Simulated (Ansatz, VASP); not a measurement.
# Cross-check of SnGe2 between VASP and Ansatz

Wanted: the spread between two codes on one cell, functional and k mesh. The cell is generated by rule, not measured, and may not be a known phase. The cell is taken from a series of VASP runs on this material, whose earlier steps may have relaxed, scaled or displaced it; both programs get it as it stands.

Program: Ansatz 0.2.0. Level of theory: plane waves, with VASP 6.6.1 beside it; band structure at PBEsol, spin-orbit coupling. Results are calculated unless marked as measured.

The structure was built from a prototype and need not be the compound's stable phase.

## Step 1: Set-up

The structure is cubic, space group Fm-3m (No. 225). Conventional cell: a = 6.232 Å, b = 6.232 Å, c = 6.232 Å, α = 90.00°, β = 90.00°, γ = 90.00°. Sn has 8 Ge at 2.70 Å nearest. Nearest to Ge lie 4 Sn at 2.70 Å. Farther neighbours are not listed.

## Step 2: VASP: band structure, PBEsol, spin-orbit coupling

A single point gives forces, pressure and levels at one fixed geometry, so differences don't come from the geometry; what else differs is listed under the comparison.

Lines of VASP's logs that name or quote its potential files are left out, and so is its time.

INCAR reads:

```
SYSTEM = SnGe2
PREC = Accurate
ENCUT = 410
EDIFF = 1E-06
NELM = 100
ISMEAR = 0
SIGMA = 0.02
LREAL = .FALSE.
ALGO = Normal
GGA = PS
LNONCOLLINEAR = .TRUE.
MAGMOM = 0 0 0 0 0 0 0 0 0
NBANDS = 54
GGA_COMPAT = .FALSE.
LASPH = .TRUE.
LSORBIT = .TRUE.
LORBIT = 11
LWAVE = .FALSE.
LCHARG = .FALSE.
KPAR = 4
ISIF = 2
```

POSCAR reads:

```
SnGe2
1.0
    0.0000000000      3.1160700000      3.1160700000
    3.1160700000      0.0000000000      3.1160700000
    3.1160700000      3.1160700000      0.0000000000
Sn Ge
1 2
Direct
    0.0000000000      0.0000000000      0.0000000000
    0.2500000000      0.2500000000      0.2500000000
    0.7500000000      0.7500000000      0.7500000000
```

KPOINTS reads:

```
Automatic mesh
0
Gamma
8 8 8
0 0 0
```

KPOINTS_OPT reads:

```
Line mode
16
Line-mode
Reciprocal
  0.00000000   0.00000000   0.00000000 GAMMA
  0.50000000   0.00000000   0.50000000 X

  0.50000000   0.00000000   0.50000000 X
  0.50000000   0.25000000   0.75000000 W

  0.50000000   0.25000000   0.75000000 W
  0.37500000   0.37500000   0.75000000 K

  0.37500000   0.37500000   0.75000000 K
  0.00000000   0.00000000   0.00000000 GAMMA

  0.00000000   0.00000000   0.00000000 GAMMA
  0.50000000   0.50000000   0.50000000 L

  0.50000000   0.50000000   0.50000000 L
  0.62500000   0.25000000   0.62500000 U

  0.62500000   0.25000000   0.62500000 U
  0.50000000   0.25000000   0.75000000 W

  0.50000000   0.25000000   0.75000000 W
  0.50000000   0.50000000   0.50000000 L

  0.50000000   0.50000000   0.50000000 L
  0.37500000   0.37500000   0.75000000 K

  0.62500000   0.25000000   0.62500000 U
  0.50000000   0.00000000   0.50000000 X
```

PAW data sets: Sn_d and Ge_d (PBE family, release 64).

Run with:

```sh
mpirun -np 4 vasp_ncl
```

Numbers of over 12 decimals in the logs are rounded to 6 here.

Log:

```text
[banner, memory and clock lines left out]
running    4 mpi-ranks, on    1 nodes
 distrk:  each k-point on    1 cores,    4 groups
 distr:  one band on    1 cores,    1 groups

 POSCAR found type information on POSCAR SnGe
 POSCAR found :  2 types and       3 ions
|                                                                             |
|               ----> ADVICE to this user running VASP <----                  |
|                                                                             |
|     You enforced a specific xc type in the INCAR file but a different       |
|     [... a line on the potential file left out ...]
|     I HOPE YOU KNOW WHAT YOU ARE DOING!                                     |
|                                                                             |

 LDA part: xc-table for (Slater+PW92), standard interpolation
 POSCAR, INCAR and KPOINTS ok, starting setup
 FFT: planning ... GRIDC
 FFT: planning ... GRID_SOFT
 FFT: planning ... GRID
 WAVECAR not read
 entering main loop
       N       E                     dE             d eps       ncg     rms          rms(c)
DAV:   1     0.439651777573E+03    0.43965E+03   -0.16907E+04  3780   0.352E+03
DAV:   2     0.844802498205E+02   -0.35517E+03   -0.34216E+03  3132   0.886E+02
DAV:   3    -0.523478885216E+01   -0.89715E+02   -0.87895E+02  3252   0.249E+02
DAV:   4    -0.124376103270E+02   -0.72028E+01   -0.71218E+01  3730   0.816E+01
DAV:   5    -0.126275705193E+02   -0.18996E+00   -0.18961E+00  3604   0.144E+01    0.401E+00
DAV:   6    -0.125510454213E+02    0.76525E-01   -0.11094E-01  4458   0.373E+00    0.214E+00
DAV:   7    -0.125144725866E+02    0.36573E-01   -0.31971E-02  3910   0.231E+00    0.992E-01
DAV:   8    -0.125130077826E+02    0.14648E-02   -0.44773E-03  3500   0.621E-01    0.116E-01
DAV:   9    -0.125126372341E+02    0.37055E-03   -0.68394E-04  3940   0.378E-01    0.380E-02
DAV:  10    -0.125126446149E+02   -0.73808E-05   -0.56915E-05  3542   0.891E-02    0.171E-02
DAV:  11    -0.125126465519E+02   -0.19369E-05   -0.62134E-06  3528   0.283E-02    0.300E-03
DAV:  12    -0.125126465303E+02    0.21556E-07   -0.13285E-06  2494   0.197E-02
   1 F= -.12512647E+02 E0= -.12512304E+02  d E =-.685943E-03  mag=    -0.0000     0.0000    -0.0000
 Start KPOINTS_OPT (optional k-point list driver)
k-point batch [1-29\160]
       N       E                     dE             ncg
DAV:   1     0.149326701958E+03   -0.23648E+05     3734
DAV:   2    -0.101593530384E+05   -0.10309E+05     3132
DAV:   3    -0.126390346123E+05   -0.24797E+04     3264
DAV:   4    -0.128304645880E+05   -0.19143E+03     3872
DAV:   5    -0.128355198669E+05   -0.50553E+01     3702
DAV:   6    -0.128357258397E+05   -0.20597E+00     4596
DAV:   7    -0.128357293131E+05   -0.34734E-02     3852
DAV:   8    -0.128357294326E+05   -0.11948E-03     4616
DAV:   9    -0.128357294340E+05   -0.14170E-05     2500
DAV:  10    -0.128357294342E+05   -0.21453E-06     2082
[...]
k-point batch [146-160\160]
       N       E                     dE             ncg
DAV:   1     0.155123953344E+05   -0.17814E+05     1890
DAV:   2     0.101611541867E+05   -0.53512E+04     1620
DAV:   3     0.887531555020E+04   -0.12858E+04     1674
DAV:   4     0.878268276087E+04   -0.92633E+02     1944
DAV:   5     0.878034837975E+04   -0.23344E+01     2048
DAV:   6     0.878025856261E+04   -0.89817E-01     2392
DAV:   7     0.878025645815E+04   -0.21045E-02     2120
DAV:   8     0.878025640575E+04   -0.52403E-04     2376
DAV:   9     0.878025640514E+04   -0.60128E-06     1370
```

From OUTCAR (step 2):

```text
ion  position               nearest neighbor table
   1  0.000  0.000  0.000-   3 2.70   3 2.70   3 2.70   2 2.70   2 2.70   2 2.70   3 2.70   2 2.70

  LATTYP: Found a face centered cubic cell.
 ALAT       =     6.2321400000

 Subroutine GETGRP returns: Found 48 space group operations
 (whereof 48 operations were pure point group operations)

The static configuration has the point symmetry O_h .

 Found     29 irreducible k-points:

   k-points           NKPTS =     29   k-points in BZ     NKDIM =     29   number of bands    NBANDS=     54

   dimension x,y,z NGX =    30 NGY =   30 NGZ =   30
   dimension x,y,z NGXF=    60 NGYF=   60 NGZF=   60

   ENCUT  =  410.0 eV  30.13 Ry    5.49 a.u.   7.28  7.28  7.28*2*pi/ulx,y,z

   NELECT =      42.0000    total number of electrons

 k-points in reciprocal lattice and weights: Automatic mesh
   0.00000000  0.00000000  0.00000000       0.002
   0.12500000  0.00000000  0.00000000       0.016
   0.25000000  0.00000000  0.00000000       0.016
   0.37500000  0.00000000  0.00000000       0.016
   0.50000000  0.00000000  0.00000000       0.008
   0.12500000  0.12500000  0.00000000       0.012
   0.25000000  0.12500000  0.00000000       0.047
   0.37500000  0.12500000  0.00000000       0.047
   0.50000000  0.12500000  0.00000000       0.047
[...]
-0.37500000  0.50000000  0.12500000       0.023
  -0.25000000  0.50000000  0.25000000       0.012

 average (electrostatic) potential at core
       1 -98.9757       2 -71.1218       3 -71.1218

 E-fermi :   8.1505

 k-point     1 :       0.0000    0.0000    0.0000
  band No.  band energies     occupation
    ...
     44       7.3999      1.00000
     45       7.3999      1.00000
     46       7.3999      1.00000
     47       7.7246      1.00000
     48       7.7246      1.00000
     49      11.2222      0.00000
     50      11.2222      0.00000
     51      11.4253      0.00000
     52      11.4253      0.00000
     53      11.4253      0.00000
    ...

 k-point     2 :       0.1250    0.0000    0.0000
  band No.  band energies     occupation
    ...
     42       7.2272      1.00000
     43       7.4930      1.00000
     44       7.4930      1.00000
     45       7.7681      1.00000
     46       7.7681      1.00000
     47       9.9442      0.00000
     48       9.9442      0.00000
     49      11.0386      0.00000
     50      11.0386      0.00000
     51      11.1958      0.00000
    ...

 k-point     3 :       0.2500    0.0000    0.0000
  band No.  band energies     occupation
    ...
     42       7.5009      1.00000
     43       7.6737      1.00000
     44       7.6737      1.00000
     45       7.8432      1.00000
     46       7.8432      1.00000
     47      11.0025      0.00000
     48      11.0025      0.00000
     49      11.4368      0.00000
     50      11.4368      0.00000
     51      11.6091      0.00000
    ...

  Total        6.3539426      6.3539426      6.3539426      0.0000000     -0.0000000      0.0000000
  in kB      168.2295414    168.2295414    168.2295414      0.0000000     -0.0000000      0.0000000
  external PRESSURE =     168.2295414 kB  Pullay stress =       0.0000000 kB

  energy-cutoff  :      410.00
  volume of cell :       60.51
      direct lattice vectors                 reciprocal lattice vectors
     0.000000000  3.116070000  3.116070000    -0.160458526  0.160458526  0.160458526
     3.116070000  0.000000000  3.116070000     0.160458526 -0.160458526  0.160458526
     3.116070000  3.116070000  0.000000000     0.160458526  0.160458526 -0.160458526

 POSITION                                       TOTAL-FORCE (eV/Angst)
 -----------------------------------------------------------------------------------
      0.00000      0.00000      0.00000        -0.000000     -0.000000      0.000000
      1.55804      1.55804      1.55804        -0.000000     -0.000000     -0.000000
      4.67410      4.67410      4.67410         0.000000      0.000000      0.000000
 -----------------------------------------------------------------------------------
    total drift:                                0.000000      0.000000      0.000000

  FREE ENERGIE OF THE ION-ELECTRON SYSTEM (eV)
  ---------------------------------------------------
  free  energy   TOTEN  =       -12.5126465303 eV

  energy  without entropy=      -12.5119605873  energy(sigma->0) =      -12.51230356

 Spin-Orbit-Coupling matrix elements
 Ion:    1  E_soc:     -0.1018394
 Ion:    2  E_soc:     -0.0181109
 Ion:    3  E_soc:     -0.0181109

 total charge
# of ion       s       p       d       tot
------------------------------------------
    1        1.187   1.266  10.106  12.559
    2        1.268   1.039  10.032  12.339
    3        1.268   1.039  10.032  12.339
--------------------------------------------------
tot          3.722   3.344  30.170  37.237

 magnetization (x)
# of ion       s       p       d       tot
------------------------------------------
    1        0.000   0.000   0.000   0.000
    2       -0.000   0.000  -0.000   0.000
    3       -0.000  -0.000   0.000  -0.000
--------------------------------------------------
tot         -0.000   0.000  -0.000   0.000

 magnetization (y)
# of ion       s       p       d       tot
------------------------------------------
    1       -0.000  -0.000   0.000  -0.000
    2        0.000  -0.000  -0.000  -0.000
    3       -0.000   0.000   0.000  -0.000
--------------------------------------------------
tot         -0.000  -0.000  -0.000  -0.000

 magnetization (z)
# of ion       s       p       d       tot
------------------------------------------
    1        0.000  -0.000  -0.000  -0.000
    2       -0.000   0.000  -0.000   0.000
    3       -0.000   0.000   0.000   0.000
--------------------------------------------------
tot         -0.000   0.000  -0.000   0.000

[... 3 further parts left out ...]
```

The run ends at a pressure of 16.82 GPa.

[end of part 1 of 2]

[Lines on the potential files, build, host, timing and source positions are cut from VASP's logs without a mark.]

[Logs are printed without paths, hosts, clocks, repeated set-up lines and the standing remarks that a program may print on its own settings, such as how far it seeks lower states.]

[Hosts, paths, dates, database ids (printed as entryN), source tags and the programs' standing remarks are cut or masked in the printed files.]
